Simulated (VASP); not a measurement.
# FSnCl in VASP: a series of runs

Aim: see how the results for FSnCl move with the level of theory and the settings. Levels: PBE, PBE+TS, PBE+D3(BJ). Tasks: single point, relaxation of the atoms, atomic charges, electron localisation function.

All numbers are computed with VASP 6.6.1; they aren't measurements. Logs are shortened: lines on timing, memory, paths and dates and some standing lists are left out, and cuts for length are marked.

**1. The molecule as given**

The cell holds a molecule in a box, 3 atoms: a = 12.000 Å, b = 12.000 Å, c = 11.000 Å, α = 90.00°, β = 90.00°, γ = 90.00°.

**2. Single point, PBE (atoms moved at random, drawn with an rms of 0.05 Å)**

INCAR reads:

```
SYSTEM = SnClF
PREC = Accurate
ENCUT = 520
EDIFF = 1E-7
ISMEAR = 0
SIGMA = 0.01
LREAL = .FALSE.
LASPH = .TRUE.
NELM = 80
ALGO = Normal
ISIF = 2
LWAVE = .FALSE.
LCHARG = .FALSE.
GGA = PE
NBANDS = 21
```

KPOINTS reads:

```
regular mesh
0
G
  1 1 1
  0 0 0
```

POSCAR reads:

```
SnClF
1.0
   12.0000000000      0.0000000000      0.0000000000
    0.0000000000     12.0000000000      0.0000000000
    0.0000000000      0.0000000000     11.0000000000
F Sn Cl
1 1 1
Direct
    0.3901610000      0.5318250000      0.4458130000
    0.5257300000      0.5870750000      0.5314570000
    0.6116680000      0.4131110000      0.5588240000
```

Potentials or basis: VASP PAW PBE potentials, release 64 (F, Sn_d, Cl).

On the command line:

```sh
cat potpaw_PBE.64/F/POTCAR potpaw_PBE.64/Sn_d/POTCAR potpaw_PBE.64/Cl/POTCAR > POTCAR
mpirun -np 1 vasp_gam > vasp.out
```

OUTCAR:

```text
SYSTEM = SnClF
   PREC = Accurate
   ENCUT = 520
   EDIFF = 1E-7
   ISMEAR = 0
   LREAL = .FALSE.
   LASPH = .TRUE.
   NELM = 80
   ISIF = 2
   GGA = PE

 ion  position               nearest neighbor table
   1  0.390  0.532  0.446-   2 1.99
   2  0.526  0.587  0.531-   1 1.99   3 2.35
   3  0.612  0.413  0.559-   2 2.35

  LATTYP: Found a simple tetragonal cell.
 ALAT       =    12.0000000000
 C/A-ratio  =     0.9166666667

  Lattice vectors:

 A1 = (  12.0000000000,   0.0000000000,   0.0000000000)
 A2 = (   0.0000000000,  12.0000000000,   0.0000000000)
 A3 = (   0.0000000000,   0.0000000000,  11.0000000000)

Analysis of symmetry for initial positions (statically):
=====================================================================
 Subroutine PRICEL returns:
 Original cell was already a primitive cell.

 Routine SETGRP: Setting up the symmetry group for a
 simple tetragonal supercell.

 Subroutine GETGRP returns: Found  1 space group operations
 (whereof  1 operations were pure point group operations)
 out of a pool of 16 trial point group operations.

The static configuration has the point symmetry C_1 .

Analysis of symmetry for dynamics (positions and initial velocities):
=====================================================================
 Subroutine PRICEL returns:
 Original cell was already a primitive cell.

 Routine SETGRP: Setting up the symmetry group for a
 simple tetragonal supercell.

 Subroutine GETGRP returns: Found  1 space group operations
 (whereof  1 operations were pure point group operations)
 out of a pool of 16 trial point group operations.

The dynamic configuration has the point symmetry C_1 .

 Subroutine INISYM returns: Found  1 space group operations
 (whereof  1 operations are pure point group operations),
 and found     1 'primitive' translations

----------------------------------------------------------------------------------------

                                     Primitive cell

  volume of cell :    1584.0000

  direct lattice vectors                    reciprocal lattice vectors
    12.000000000  0.000000000  0.000000000     0.083333333  0.000000000  0.000000000
     0.000000000 12.000000000  0.000000000     0.000000000  0.083333333  0.000000000
     0.000000000  0.000000000 11.000000000     0.000000000  0.000000000  0.090909091

  length of vectors
    12.000000000 12.000000000 11.000000000     0.083333333  0.083333333  0.090909091

  position of ions in fractional coordinates (direct lattice)
     0.390161000  0.531825000  0.445813000
     0.525730000  0.587075000  0.531457000
     0.611668000  0.413111000  0.558824000

  ion indices of the primitive-cell ions
   primitive index   ion index
                 1           1
                 2           2
                 3           3

----------------------------------------------------------------------------------------

 KPOINTS: regular mesh

Automatic generation of k-mesh.
 Grid dimensions read from file:
 generate k-points for:    1    1    1

 Generating k-lattice:

  Cartesian coordinates                     Fractional coordinates (reciprocal lattice)
     0.083333333  0.000000000  0.000000000     1.000000000  0.000000000  0.000000000
     0.000000000  0.083333333  0.000000000     0.000000000  1.000000000  0.000000000
     0.000000000  0.000000000  0.090909091     0.000000000  0.000000000  1.000000000

  Length of vectors
     0.083333333  0.083333333  0.090909091

  Shift w.r.t. Gamma in fractional coordinates (k-lattice)
     0.000000000  0.000000000  0.000000000

 Subroutine IBZKPT returns following result:
 ===========================================

 Found      1 irreducible k-points:

 Following reciprocal coordinates:
            Coordinates               Weight
  0.000000  0.000000  0.000000      1.000000
   k-points           NKPTS =      1   k-points in BZ     NKDIM =      1   number of bands    NBANDS=     21
   number of dos      NEDOS =    301   number of ions     NIONS =      3
   total plane-waves  NPLWV = 680400
   dimension x,y,z NGX =    90 NGY =   90 NGZ =   84
   dimension x,y,z NGXF=   180 NGYF=  180 NGZF=  168
   ions per type =               1   1   1
   NGX,Y,Z   is equivalent  to a cutoff of  12.47, 12.47, 12.70 a.u.
   NGXF,Y,Z  is equivalent  to a cutoff of  24.94, 24.94, 25.39 a.u.
 SYSTEM =  SnClF
   PREC   = accura    normal or accurate (medium, high low for compatibility)
   ISTART =      0    job   : 0-new  1-cont  2-samecut
   ICHARG =      2    charge: 1-file 2-atom 10-const
   ISPIN  =      1    spin polarized calculation?
   LNONCOLLINEAR =      F non collinear calculations
   LSORBIT =      F    spin-orbit coupling
   LASPH  =      T    aspherical Exc in radial PAW
   ENCUT  =  520.0 eV  38.22 Ry    6.18 a.u.  22.31 22.31 20.45*2*pi/ulx,y,z
   NELM   =     80;   NELMIN=  2; NELMDL= -5     # of ELM steps
   EDIFF  = 0.1E-06   stopping-criterion for ELM
   LREAL  =      F    real-space projection
   EDIFFG = 0.1E-05   stopping-criterion for IOM
   NSW    =      0    number of steps for IOM
   IBRION =     -1    ionic relax: 0-MD 1-quasi-New 2-CG
   NFREE  =      0    steps in history (QN), initial steepest desc. (CG)
   ISIF   =      2    stress and relaxation
   ISYM   =      2    0-nonsym 1-usesym 2-fastsym
   POTIM  = 0.5000    time-step for ionic-motion
   TEBEG  =    0.0;   TEEND  =   0.0 temperature during run
   PSTRESS=    0.0 pullay stress
   NELECT =      28.0000    total number of electrons
   NUPDOWN=      -1.0000    fix difference up-down
   EMIN   =  10.00;   EMAX   =-10.00  energy-range for DOS
   EFERMI =   0.00;   METHOD = LEGACY
   ISMEAR =     0;   SIGMA  =   0.01  broadening in eV -4-tet -1-fermi 0-gaus
   EFERMI_NEDOS =   21; number of points for ismear=-14 and -15
   IALGO  =     38    algorithm
   IMIX   =      4    mixing-type and parameters
     AMIX     =   0.40;   BMIX     =  1.00
     AMIX_MAG =   1.60;   BMIX_MAG =  1.00
  volume/ion in A,a.u.               =     528.00      3563.12
  Fermi-wavevector in a.u.,A,eV,Ry     =   0.426458  0.805888  2.474437  0.181866
  Thomas-Fermi vector in A             =   1.392489
   LORBIT       =      0    0 simple, 1 ext, 2 COOP (PROOUT), +10 PAW based schemes
   GGA     = PE    functional components
   LHFCALC =     F    Hartree Fock is set to
   AEXX    =    0.0000 exact exchange contribution
   IVDW    =     0    specifies the selected vdW correction
   LEPSILON=     F    determine dielectric tensor
   LRPA    =     F    only Hartree local field effects (RPA)
 non-spin polarized calculation
 Gauss-broadening in eV      SIGMA  =   0.01
  energy-cutoff  :      520.00
  volume of cell :     1584.00
 maximum number of plane-waves:     21371
 NGX is ok and might be reduce to    90
   NGX = 45   NGY = 45   NGZ = 41

 number of electron      27.9999994 magnetization

 Free energy of the ion-electron system (eV)
  ---------------------------------------------------
  ext. energy  EPLUGINS =         0.00000000
  ---------------------------------------------------
  free energy    TOTEN  =       -11.32938588 eV

  energy without entropy =      -11.32938588  energy(sigma->0) =      -11.32938588

 E-fermi :  -6.7924     XC(G=0):  -0.8559

 val. band max:       -6.8831169215   @ k =   0.0000   0.0000   0.0000
 cond. band min:      -3.3664375040   @ k =   0.0000   0.0000   0.0000
 fundamental gap:      3.5166794176
 Fermi energy:        -6.7923621983

 k-point     1 :       0.0000    0.0000    0.0000
  band No.  band energies     occupation
      1     -27.8843      2.00000
      2     -26.5839      2.00000
      3     -26.5118      2.00000
      4     -26.4616      2.00000
      5     -26.2772      2.00000
      6     -25.7648      2.00000
[... 13 lines left out ...]
     20       0.9985      0.00000
     21       1.0782      0.00000

------------------------ aborting loop because EDIFF is reached ----------------------------------------

  FORCE on cell =-STRESS in cart. coord.  units (eV):
  Direction    XX          YY          ZZ          XY          YZ          ZX
  --------------------------------------------------------------------------------------
  -------------------------------------------------------------------------------------
  Total       -0.2466687      0.6796674     -0.1728946     -0.5819091     -0.2162910     -0.1595919
  in kB       -0.2494993      0.6874670     -0.1748787     -0.5885868     -0.2187731     -0.1614233
  external PRESSURE =       0.0876963 kB  Pullay stress =       0.0000000 kB

 VOLUME and BASIS-vectors are now :
 -----------------------------------------------------------------------------
  energy-cutoff  :      520.00
  volume of cell :     1584.00
      direct lattice vectors                 reciprocal lattice vectors
    12.000000000  0.000000000  0.000000000     0.083333333  0.000000000  0.000000000
     0.000000000 12.000000000  0.000000000     0.000000000  0.083333333  0.000000000
     0.000000000  0.000000000 11.000000000     0.000000000  0.000000000  0.090909091

 POSITION                                       TOTAL-FORCE (eV/Angst)
 -----------------------------------------------------------------------------------
      4.68193      6.38190      4.90394         0.240102      0.103856      0.135287
      6.30876      7.04490      5.84603        -0.442890      0.300263     -0.195797
      7.34002      4.95733      6.14706         0.202787     -0.404119      0.060510
 -----------------------------------------------------------------------------------
    total drift:                                0.001882     -0.000527      0.000604

  FREE ENERGIE OF THE ION-ELECTRON SYSTEM (eV)
  ---------------------------------------------------
  free  energy   TOTEN  =       -11.3293858798 eV

  energy  without entropy=      -11.3293858798  energy(sigma->0) =      -11.32938588
```

It took 2.1 min on 1 thread of Intel Xeon Platinum 8559C (Emerald Rapids), shared host; peak memory 1.1 GiB.

Results:

```
Free energy                     : -11.3294 eV
Largest force                   : 0.570 eV/Å
Gap between the frontier levels : 3.52 eV
```

Forces on the atoms (eV/Å):
```
F    0.240  0.104  0.135
Sn  -0.443  0.300 -0.196
Cl   0.203 -0.404  0.061
```

Caveat: spin-orbit coupling is left out, which moves the levels of the heavy elements.

**3. Relaxation of the atoms, PBE (atoms moved at random, drawn with an rms of 0.02 Å)**

INCAR reads:

```
SYSTEM = SnClF
ALGO = Fast
EDIFF = 1E-6
EDIFFG = -0.01
ENCUT = 520
GGA = PE
IBRION = 2
ISIF = 2
ISMEAR = 0
LASPH = .True.
LCHARG = .False.
LREAL = .False.
LWAVE = .False.
NELM = 60
NSW = 60
PREC = Accurate
SIGMA = 0.01
```

KPOINTS reads:

```
k-points
0
Gamma
  1 1 1
  0 0 0
```

POSCAR reads:

```
SnClF
1.0
   12.0000000000      0.0000000000      0.0000000000
    0.0000000000     12.0000000000      0.0000000000
    0.0000000000      0.0000000000     11.0000000000
F Sn Cl
1 1 1
Direct
    0.3937560000      0.5332410000      0.4467790000
    0.5227460000      0.5898350000      0.5306500000
    0.6083030000      0.4154730000      0.5618210000
```

Potentials or basis: VASP PAW PBE potentials, release 64 (F, Sn_d, Cl).

On the command line:

```sh
cat potpaw_PBE.64/F/POTCAR potpaw_PBE.64/Sn_d/POTCAR potpaw_PBE.64/Cl/POTCAR > POTCAR
mpirun -np 1 vasp_gam > vasp.out
```

It took 12 min on 1 thread of Intel Xeon Platinum 8559C (Emerald Rapids), shared host; peak memory 1.3 GiB.

The run converged. Its results:

| Item | Value |
| --- | --- |
| Free energy | -11.3412 eV |
| Energy gained by relaxing | 10.3 meV/atom |
| Ionic steps | 11 |
| Largest force after relaxing | 0.007 eV/Å |
| Gap between the frontier levels | 3.49 eV |

Forces in eV/Å, atoms in the order of the input:
```
F    0.000  0.001 -0.005
Sn   0.002  0.000  0.006
Cl  -0.003 -0.001 -0.001
```

The path:
```
step  energy change (eV)  largest force (eV/Å)  pressure (GPa)
   1              0.0000                1.0179            0.09
   2             -0.0083                0.8360           -0.06
   3             -0.0274                0.1655            0.00
   4             -0.0286                0.0705            0.00
   5             -0.0287                0.0820           -0.01
   6             -0.0293                0.0667           -0.01
   7             -0.0306                0.0340           -0.01
   8             -0.0302                0.0500           -0.01
   9             -0.0309                0.0165           -0.01
  10             -0.0309                0.0384           -0.01
  11             -0.0309                0.0068           -0.01
```

Final structure:
```
F Sn Cl
1.0
    12.00000    0.00000    0.00000
     0.00000   12.00000    0.00000
     0.00000    0.00000   11.00000
F Sn Cl
1 1 1
Direct
  0.39034 0.53459 0.44469
  0.52337 0.59007 0.53123
  0.61110 0.41389 0.56333
```

Levels at points of the mesh, in eV from the valence-band top:
```csv
k point,band 11,band 12,band 13,band 14,band 15,band 16,band 17,band 18
"(0.00, 0.00, 0.00)",-1.67,-0.60,-0.43,0.00,3.49,5.57,5.84,6.73
```

Caveat: spin-orbit coupling is left out, which moves the levels of the heavy elements.

(Continued in part 2 of 3.)
